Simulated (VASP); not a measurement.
# Ge2Sb2Te5: formation energy of Bi on the Te site, part 3 of 6

Wanted: what Bi on the Te site costs in Ge2Sb2Te5 and how the lattice relaxes round it. The start is a computed cell from the Materials Project.

VASP 6.6.1, plane waves and PAW; the level of theory is named at each step.

So far. Step 2 (The host at zero pressure): The run ended after 11 ionic steps, 0.110 eV below its first step, once forces and stress met EDIFFG = -0.03. Step 3 (Relax the host again, on a new basis): The start already met the threshold, so nothing moved.

## Step 4: The perfect supercell

Level of this step: PBEsol; plane waves and PAW (Te, Sb, Ge) (VASP).

System of this step: Ge2Sb2Te5. It takes space group P-3m1 (No. 164, trigonal). The conventional cell has a = 4.244 Å, b = 4.244 Å, c = 16.620 Å, α = 90.00°, β = 90.00°, γ = 120.00°. Nearest to Te lie 3 Sb at 2.98 Å. Nearest to Te lie 3 Ge at 2.94 Å and 3 Sb at 3.16 Å. Nearest to Te lie 6 Ge at 2.98 Å. Nearest to Sb lie 6 Te at 2.98 to 3.16 Å. Ge has 6 Te at 2.94 to 2.98 Å nearest. Farther neighbours and most contacts between anions are not listed.

The same cell, mesh and cutoff without the defect give the energy to subtract and, in a gapped host, the band edges to count from, so that most errors cancel.

INCAR reads:

```
SYSTEM = Ge2Sb2Te5
PREC = Normal
ENCUT = 300
EDIFF = 1E-05
NELM = 120
ISMEAR = 1
SIGMA = 0.2
LREAL = Auto
ALGO = Fast
GGA = PS
NBANDS = 124
LORBIT = 11
LWAVE = .FALSE.
LCHARG = .FALSE.
KPAR = 4
LASPH = .TRUE.
```

POSCAR reads:

```
Ge2Sb2Te5
1.0
    8.4886855504      0.0000000000      0.0000000000
   -4.2443427752      7.3514173316      0.0000000000
    0.0000000000      0.0000000000     16.6203038487
Te Sb Ge
20 8 8
Direct
    0.3333333333      0.1666666667      0.4210052386
    0.3333333333      0.6666666666      0.4210052386
    0.8333333333      0.1666666667      0.4210052386
    0.8333333333      0.6666666666      0.4210052386
    0.1666666666      0.3333333334      0.5789947614
    0.1666666666      0.8333333334      0.5789947614
    0.6666666666      0.3333333334      0.5789947614
    0.6666666667      0.8333333334      0.5789947614
    0.1666666666      0.3333333334      0.1996236641
    0.1666666666      0.8333333334      0.1996236641
    0.6666666666      0.3333333334      0.1996236641
    0.6666666667      0.8333333334      0.1996236641
    0.3333333333      0.1666666667      0.8003763359
    0.3333333333      0.6666666666      0.8003763359
    0.8333333333      0.1666666667      0.8003763359
    0.8333333333      0.6666666666      0.8003763359
    0.0000000000      0.0000000000      0.0000000000
    0.0000000000      0.5000000000      0.0000000000
    0.5000000000      0.0000000000      0.0000000000
    0.5000000000      0.5000000000      0.0000000000
    0.0000000000      0.0000000000      0.3192951100
    0.0000000000      0.5000000000      0.3192951100
    0.5000000000      0.0000000000      0.3192951100
    0.5000000000      0.5000000000      0.3192951100
    0.0000000000      0.0000000000      0.6807048900
    0.0000000000      0.5000000000      0.6807048900
    0.5000000000      0.0000000000      0.6807048900
    0.5000000000      0.5000000000      0.6807048900
    0.3333333333      0.1666666667      0.1017084390
    0.3333333333      0.6666666666      0.1017084390
    0.8333333333      0.1666666667      0.1017084390
    0.8333333333      0.6666666666      0.1017084390
    0.1666666666      0.3333333334      0.8982915610
    0.1666666666      0.8333333334      0.8982915610
    0.6666666666      0.3333333334      0.8982915610
    0.6666666667      0.8333333334      0.8982915610
```

KPOINTS reads:

```
Automatic mesh
0
Gamma
3 3 2
0 0 0
```

Potentials, in the order of the species: Te, Sb and Ge (PBE family, release 64).

Started as:

```sh
$ mpirun -np 4 vasp_std
```

Output:

```text
[banner, memory and clock lines left out]
running    4 mpi-ranks, on    1 nodes
 distrk:  each k-point on    1 cores,    4 groups
 distr:  one band on    1 cores,    1 groups

 POSCAR found type information on POSCAR TeSbGe
 POSCAR found :  3 types and      36 ions
 [... a notice as in an earlier step ...]

 LDA part: xc-table for (Slater+PW92), standard interpolation
 POSCAR, INCAR and KPOINTS ok, starting setup
 FFT: planning ... GRIDC
 FFT: planning ... GRID_SOFT
 FFT: planning ... GRID
 WAVECAR not read
 entering main loop
       N       E                     dE             d eps       ncg     rms          rms(c)
DAV:   1     0.676036248523E+03    0.67604E+03   -0.49544E+04  1488   0.803E+02
DAV:   2    -0.786583320556E+02   -0.75469E+03   -0.71898E+03  1772   0.160E+02
DAV:   3    -0.148922562500E+03   -0.70264E+02   -0.68314E+02  1792   0.495E+01
DAV:   4    -0.151082619082E+03   -0.21601E+01   -0.21326E+01  1848   0.929E+00
DAV:   5    -0.151154359800E+03   -0.71741E-01   -0.71577E-01  1860   0.163E+00    0.250E+01
RMM:   6    -0.150446030470E+03    0.70833E+00   -0.17765E+00  1699   0.164E+00    0.150E+01
RMM:   7    -0.151194847076E+03   -0.74882E+00   -0.19317E+00  1788   0.168E+00    0.638E+00
RMM:   8    -0.150262175740E+03    0.93267E+00   -0.76569E-01  1789   0.114E+00    0.720E-01
RMM:   9    -0.150256923359E+03    0.52524E-02   -0.10254E-01  1780   0.509E-01    0.438E-01
RMM:  10    -0.150256861024E+03    0.62335E-04   -0.15226E-02  1793   0.220E-01    0.149E-01
RMM:  11    -0.150257134374E+03   -0.27335E-03   -0.40264E-03  1927   0.995E-02    0.100E-01
RMM:  12    -0.150257132790E+03    0.15841E-05   -0.55204E-04  1902   0.445E-02    0.393E-02
RMM:  13    -0.150257115325E+03    0.17465E-04   -0.91743E-05  1712   0.180E-02    0.117E-02
RMM:  14    -0.150257114758E+03    0.56690E-06   -0.17889E-05  1246   0.860E-03
   1 F= -.15025711E+03 E0= -.15026557E+03  d E =0.253706E-01
```

Run time: 69 s. Hardware: 4 MPI ranks of AMD EPYC 7R13 (Zen 3), shared host; peak memory 1.6 GiB; 4.5 min of CPU time.

OUTCAR, selected parts (step 4):

```text
  LATTYP: Found a hexagonal cell.
 ALAT       =     8.4886855504
 C/A-ratio  =     1.9579360962

The static configuration has the point symmetry D_3d.

 Found      6 irreducible k-points:

   k-points           NKPTS =      6   k-points in BZ     NKDIM =      6   number of bands    NBANDS=    124

   dimension x,y,z NGX =    36 NGY =   36 NGZ =   70
   dimension x,y,z NGXF=    72 NGYF=   72 NGZF=  140

   ENCUT  =  300.0 eV  22.05 Ry    4.70 a.u.  11.99 11.99 23.47*2*pi/ulx,y,z

   NELECT =     192.0000    total number of electrons

 E-fermi :   6.5521

 k-point     1 :       0.0000    0.0000    0.0000
  band No.  band energies     occupation
    ...
     92       5.6884      2.00000
     93       5.7595      2.00000
     94       5.7595      2.00000
     95       5.7595      2.00000
     96       6.5531      0.99124
     97       6.6351      0.35994
     98       6.6351      0.35994
     99       6.7137      0.01594
    100       6.9490     -0.01681
    101       6.9490     -0.01681
    ...

 k-point     2 :       0.3333   -0.0000    0.0000
  band No.  band energies     occupation
    ...
     92       5.5758      2.00000
     93       5.5758      2.00000
     94       5.6783      2.00000
     95       5.8992      2.00004
     96       6.2966      2.07013
     97       7.0024     -0.00654
     98       7.0329     -0.00352
     99       7.3228     -0.00000
    100       7.4242     -0.00000
    101       7.4242     -0.00000
    ...

  Total        0.0750691      0.0750691      5.0271130     -0.0000000      0.0000000      0.0000000
  in kB        0.1159635      0.1159635      7.7656666     -0.0000000      0.0000000      0.0000000
  external PRESSURE =       2.6658646 kB  Pullay stress =       0.0000000 kB

  energy-cutoff  :      300.00
  volume of cell :     1037.17
      direct lattice vectors                 reciprocal lattice vectors
     8.488685550  0.000000000  0.000000000     0.117803869  0.068014095  0.000000000
    -4.244342775  7.351417332  0.000000000     0.000000000  0.136028191  0.000000000
     0.000000000  0.000000000 16.620303849     0.000000000  0.000000000  0.060167372

 POSITION                                       TOTAL-FORCE (eV/Angst)
 -----------------------------------------------------------------------------------
      2.12217      1.22524      6.99723         0.000000     -0.000000      0.059735
     -0.00000      4.90094      6.99723        -0.000000     -0.000000      0.059735
      6.36651      1.22524      6.99723         0.000000     -0.000000      0.059735
      4.24434      4.90094      6.99723         0.000000     -0.000000      0.059735
     -0.00000      2.45047      9.62307         0.000000      0.000000     -0.059735
     -2.12217      6.12618      9.62307        -0.000000      0.000000     -0.059735
      4.24434      2.45047      9.62307        -0.000000      0.000000     -0.059735
      2.12217      6.12618      9.62307         0.000000      0.000000     -0.059735
     -0.00000      2.45047      3.31781        -0.000000     -0.000000      0.013821
     -2.12217      6.12618      3.31781         0.000000      0.000000      0.013821
      4.24434      2.45047      3.31781        -0.000000     -0.000000      0.013821
      2.12217      6.12618      3.31781         0.000000     -0.000000      0.013821
      2.12217      1.22524     13.30250        -0.000000     -0.000000     -0.013821
     -0.00000      4.90094     13.30250         0.000000      0.000000     -0.013821
      6.36651      1.22524     13.30250        -0.000000      0.000000     -0.013821
      4.24434      4.90094     13.30250         0.000000      0.000000     -0.013821
      0.00000      0.00000      0.00000        -0.000000      0.000000     -0.000000
     -2.12217      3.67571      0.00000        -0.000000      0.000000     -0.000000
      4.24434      0.00000      0.00000        -0.000000      0.000000     -0.000000
      2.12217      3.67571      0.00000        -0.000000      0.000000     -0.000000
      0.00000      0.00000      5.30678        -0.000000     -0.000000     -0.050381
     -2.12217      3.67571      5.30678        -0.000000     -0.000000     -0.050381
      4.24434      0.00000      5.30678        -0.000000      0.000000     -0.050381
      2.12217      3.67571      5.30678        -0.000000      0.000000     -0.050381
      0.00000      0.00000     11.31352         0.000000      0.000000      0.050381
     -2.12217      3.67571     11.31352         0.000000      0.000000      0.050381
      4.24434      0.00000     11.31352         0.000000      0.000000      0.050381
      2.12217      3.67571     11.31352        -0.000000     -0.000000      0.050381
      2.12217      1.22524      1.69043         0.000000     -0.000000     -0.059339
     -0.00000      4.90094      1.69043        -0.000000      0.000000     -0.059339
      6.36651      1.22524      1.69043        -0.000000     -0.000000     -0.059339
      4.24434      4.90094      1.69043        -0.000000      0.000000     -0.059339
     -0.00000      2.45047     14.92988         0.000000     -0.000000      0.059339
     -2.12217      6.12618     14.92988        -0.000000      0.000000      0.059339
      4.24434      2.45047     14.92988         0.000000     -0.000000      0.059339
      2.12217      6.12618     14.92988        -0.000000     -0.000000      0.059339
 -----------------------------------------------------------------------------------
    total drift:                                0.000002     -0.000001     -0.000000

  FREE ENERGIE OF THE ION-ELECTRON SYSTEM (eV)
  ---------------------------------------------------
  free  energy   TOTEN  =      -150.2571147578 eV

  energy  without entropy=     -150.2824853556  energy(sigma->0) =     -150.26557162

 total charge
# of ion       s       p       d       tot
------------------------------------------
    1        1.413   1.891   0.033   3.337
    2        1.413   1.891   0.033   3.337
    3        1.413   1.891   0.033   3.337
    4        1.413   1.891   0.033   3.337
    5        1.413   1.891   0.033   3.337
    6        1.413   1.891   0.033   3.337
    7        1.413   1.891   0.033   3.337
    8        1.413   1.891   0.033   3.337
    9        1.390   1.937   0.038   3.365
   10        1.390   1.937   0.038   3.365
   11        1.390   1.937   0.038   3.365
   12        1.390   1.937   0.038   3.365
   13        1.390   1.937   0.038   3.365
   14        1.390   1.937   0.038   3.365
   15        1.390   1.937   0.038   3.365
   16        1.390   1.937   0.038   3.365
   17        1.385   1.938   0.037   3.360
   18        1.385   1.938   0.037   3.360
   19        1.385   1.938   0.037   3.360
   20        1.385   1.938   0.037   3.360
   21        1.291   0.984   0.052   2.327
   22        1.291   0.984   0.052   2.327
   23        1.291   0.984   0.052   2.327
   24        1.291   0.984   0.052   2.327
   25        1.291   0.984   0.052   2.327
   26        1.291   0.984   0.052   2.327
   27        1.291   0.984   0.052   2.327
   28        1.291   0.984   0.052   2.327
   29        1.330   0.782   0.055   2.166
   30        1.330   0.782   0.055   2.166
   31        1.330   0.782   0.055   2.166
   32        1.330   0.782   0.055   2.166
   33        1.330   0.782   0.055   2.166
   34        1.330   0.782   0.055   2.166
   35        1.330   0.782   0.055   2.166
   36        1.330   0.782   0.055   2.166
--------------------------------------------------
tot         48.933  52.502   1.570 103.005

[... 1 part as in an earlier step ...]

[... 7 further parts left out ...]
```

Numbers from this step:

| Quantity | Value |
| --- | --- |
| electronic cycles | 14 |
| electrons | 192 |
| free energy (TOTEN) | -150.2571 eV |
| energy at zero smearing | -150.2656 eV |
| Fermi energy | 6.552 eV |

Force (size) by element, in eV/Å:

| element | atoms | mean | spread (r.m.s.) | least | largest |
| --- | --- | --- | --- | --- | --- |
| Te | 20 | 0.0294 | 0.0253 | 0.0000 | 0.0597 |
| Sb | 8 | 0.0504 | 0.0000 | 0.0504 | 0.0504 |
| Ge | 8 | 0.0593 | 0.0000 | 0.0593 | 0.0593 |

The atoms with the largest values:

| atom | x, y, z (Å) | force (eV/Å) |
| --- | --- | --- |
| Te1 | 2.12, 1.23, 7.00 | 0.0000, 0.0000, 0.0597 |
| Te2 | 0.00, 4.90, 7.00 | 0.0000, 0.0000, 0.0597 |
| Te3 | 6.37, 1.23, 7.00 | 0.0000, 0.0000, 0.0597 |
| Te4 | 4.24, 4.90, 7.00 | 0.0000, 0.0000, 0.0597 |
| Te5 | 0.00, 2.45, 9.62 | 0.0000, 0.0000, -0.0597 |
| Te6 | -2.12, 6.13, 9.62 | 0.0000, 0.0000, -0.0597 |
| Te7 | 4.24, 2.45, 9.62 | 0.0000, 0.0000, -0.0597 |
| Te8 | 2.12, 6.13, 9.62 | 0.0000, 0.0000, -0.0597 |

A spacing of under 0.3 eV between levels on this mesh is not given as a gap, since the run was smeared as a metal.

The host is treated as a metal, as its relaxation found a gap under 0.3 eV or none, and only the neutral defect is run.

(Part 3 of 6 ends here.)

[Lines on the potential files, build, host, timing and source positions are cut from VASP's logs without a mark.]

[Logs are printed without paths, hosts, clocks, repeated set-up lines and the standing remarks that a program may print on its own settings, such as how far it seeks lower states.]

[Hosts, paths, dates, database ids (printed as entryN), source tags and the programs' standing remarks are cut or masked in the printed files.]

[In band tables of VASP the shares of atoms and orbitals are scaled to a sum of 1 inside the atoms' spheres.]

[Runs that stopped without an error message from VASP are left out.]
